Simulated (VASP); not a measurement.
Input:

```
Pd
1.0
    0.00000     1.97156     1.97156
    1.97156     0.00000     1.97156
    1.97156     1.97156     0.00000
Pd
1
Direct
  0.00000   0.00000   0.00000
```

All values below come from PBE GGA, VASP's PBE PAW potentials (set 64) (plane waves; VASP). Run with PREC = Normal, EDIFF = 1E-5, 400 eV cut-off, 20×20×20 Γ-centred mesh, first-order Methfessel-Paxton smearing of 0.10 eV, potentials Pd.

Give the stress tensor in GPa (positive for a compressed cell).

```
-1.02   0.00   0.00
 0.00  -1.02   0.00
 0.00   0.00  -1.02
```
The pressure is its mean diagonal, -1.02 GPa.

The compound is Pd in the fcc structure. It was relaxed first.
